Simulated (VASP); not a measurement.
Output of a VASP run:

### OSZICAR
```
       N       E                     dE             d eps       ncg     rms          rms(c)
DAV:   1     0.127991281623E+03    0.12799E+03   -0.92449E+03  1568   0.123E+03
DAV:   2    -0.118292060808E+02   -0.13982E+03   -0.13751E+03  1862   0.335E+02
DAV:   3    -0.167378484944E+02   -0.49086E+01   -0.48454E+01  2030   0.610E+01
DAV:   4    -0.167912017484E+02   -0.53353E-01   -0.53325E-01  1748   0.709E+00
DAV:   5    -0.167920930580E+02   -0.89131E-03   -0.89129E-03  2024   0.939E-01    0.209E+01
DAV:   6    -0.161238561196E+02    0.66824E+00   -0.28593E+00  1772   0.134E+01    0.880E+00
DAV:   7    -0.161005152424E+02    0.23341E-01   -0.61874E-02  1814   0.224E+00    0.457E+00
DAV:   8    -0.160923362353E+02    0.81790E-02   -0.11581E-02  1988   0.984E-01    0.469E-01
DAV:   9    -0.160923355268E+02    0.70851E-06   -0.35235E-04  1760   0.171E-01    0.191E-01
DAV:  10    -0.160924194241E+02   -0.83897E-04   -0.69550E-05  1814   0.699E-02    0.373E-02
DAV:  11    -0.160924213305E+02   -0.19064E-05   -0.22700E-06  1830   0.116E-02    0.352E-03
DAV:  12    -0.160924217323E+02   -0.40179E-06   -0.70260E-07  1246   0.578E-03
   1 F= -.16092422E+02 E0= -.16092569E+02  d E =-.160924E+02
```

OUTCAR:
```
------------------------ aborting loop because EDIFF is reached ----------------------------------------
  FORCE on cell =-STRESS in cart. coord.  units (eV):
  Direction    XX          YY          ZZ          XY          YZ          ZX
  --------------------------------------------------------------------------------------
  Total       -0.0060734     -0.0060734     -0.0060734      0.0000000      0.0000000      0.0000000
  in kB       -0.2560496     -0.2560496     -0.2560496      0.0000000      0.0000000      0.0000000
  external PRESSURE =      -0.2560496 kB  Pullay stress =       0.0000000 kB
  volume of cell :       38.00
      direct lattice vectors                 reciprocal lattice vectors
     0.000000000  2.668468940  2.668468940    -0.187373363  0.187373363  0.187373363
     2.668468940  0.000000000  2.668468940     0.187373363 -0.187373363  0.187373363
     2.668468940  2.668468940  0.000000000     0.187373363  0.187373363 -0.187373363
 POSITION                                       TOTAL-FORCE (eV/Angst)
 -----------------------------------------------------------------------------------
      0.00000      0.00000      0.00000         0.000000      0.000000      0.000000
      1.33423      1.33423      1.33423        -0.000000     -0.000000     -0.000000
 -----------------------------------------------------------------------------------
    total drift:                               -0.000000     -0.000000     -0.000000
  FREE ENERGIE OF THE ION-ELECTRON SYSTEM (eV)
  ---------------------------------------------------
  free  energy   TOTEN  =       -16.0924217323 eV

  energy  without entropy=      -16.0928637089  energy(sigma->0) =      -16.09256906

 reached required accuracy - stopping structural energy minimisation
```
(Selected blocks of OUTCAR.)

File POSCAR:
```
WS
1
   -0.0000000000     2.6684689396     2.6684689396
    2.6684689396     0.0000000000     2.6684689396
    2.6684689396     2.6684689396     0.0000000000
W S
1 1
Direct
  0.0000000000   0.0000000000   0.0000000000
  0.2500000000   0.2500000000   0.2500000000
```

Question: Reconstruct the remaining input files.

Answer: This is not unique; one that fits is the input of the run itself, PBE GGA, plane waves, VASP's PBE PAW potentials (set 64).

KPOINTS:
```
kpoints
0
G
11 11 11
0 0 0
```

**INCAR**
```
ALGO  =  Normal
EDIFF  =  1E-6
EDIFFG  =  -0.01
ENCUT  =  400
GGA  =  PE
IBRION  =  2
ISIF  =  3
ISMEAR  =  1
LASPH  =  .TRUE.
LCHARG  =  .FALSE.
LMAXMIX  =  6
LREAL  =  .FALSE.
LWAVE  =  .FALSE.
NELM  =  100
NSW  =  60
PREC  =  Accurate
SIGMA  =  0.1
SYSTEM  =  WS
```

POTCAR, in this order: W_sv S (PBE.64 set). Program: vasp_std.

The structure was generated: WS was put into the zinc blende type (F-43m), which need not be its known phase. It was relaxed first, which changed the volume by -35 %. The start is the result of an earlier pass.
